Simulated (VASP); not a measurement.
Data:

```
MoGe
1.0
    3.52651     0.00000     0.00000
   -1.76326     3.05405     0.00000
    0.00000     0.00000     3.44170
Mo Ge
1 1
Direct
  0.00000   0.00000   0.00000
  0.66667   0.33333   0.50000
```

Method: r2SCAN meta-GGA, VASP's PBE PAW potentials (set 64) (plane waves; VASP). Numerical set-up: 400 eV cut-off, 11×11×10 Γ-centred mesh, first-order Methfessel-Paxton smearing of 0.10 eV, potentials Mo_sv Ge_d.

Energy and stress use the plane-wave basis of the starting cell.

Question: The ions, cell shape and volume are relaxed. What does this cell relax into?

Answer: 
```
MoGe
1.0
    3.21274     0.00000     0.00000
   -1.60637     2.78231     0.00000
    0.00000     0.00000     3.54549
Mo Ge
1 1
Direct
  0.00000   0.00000   0.00000
  0.66667   0.33333   0.50000
```
Space group P-6m2 (187), at a tolerance of 0.03 Å.

Question: How do energy and volume change from the first to the last step?

Answer: The energy (σ→0) changes by -214.6 meV/atom and the volume by -14.5 %, in 10 ionic steps.

The structure was generated: GeMo was put into the WC type (P-6m2), which need not be its known phase. This run relaxes it. Symmetry was kept, so distortions that lower it aren't found.
